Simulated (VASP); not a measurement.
Input:

```xyz
2
Lattice="2.1828 1.2602 3.5693 -2.1828 1.2602 3.5693 0.0000 -2.5204 3.5693" Properties=species:S:1:pos:R:3 pbc="T T T"
Pb     0.0000     0.0000     8.0491
Se     0.0000     0.0000     2.6590
```

Method: r2SCAN meta-GGA, VASP's PBE PAW potentials (set 64) (plane waves; VASP). Numerical set-up: 400 eV cut-off, 8×8×8 Γ-centred mesh, tetrahedra with Blöchl corrections, potentials Pb_d Se.

Unless said otherwise, spin-orbit coupling is left out, though it shifts the bands of the heavy elements here.

Give the energies of bands 7 to 13 at the high-symmetry points, in eV from the valence-band maximum.

```csv
band,Γ,T,H2,L,S0,F
7,-6.37,-8.89,-8.11,-8.88,-8.15,-7.48
8,-1.88,-1.47,-4.16,-1.48,-4.47,-4.89
9,-1.87,-1.47,-4.15,-1.48,-2.66,-3.19
10,-1.87,0.00,-0.80,0.00,-2.29,-3.19
11,4.99,0.69,2.21,0.67,3.64,4.15
12,5.00,2.01,5.30,2.00,4.22,5.91
13,5.00,2.01,5.31,2.01,5.74,5.92
```

The gap is direct, 0.67 eV, from the valence maximum at L to the conduction minimum at L.

The structure was generated: PbSe was put into the alpha-GeTe type (R3m), which need not be its known phase. It was relaxed first.
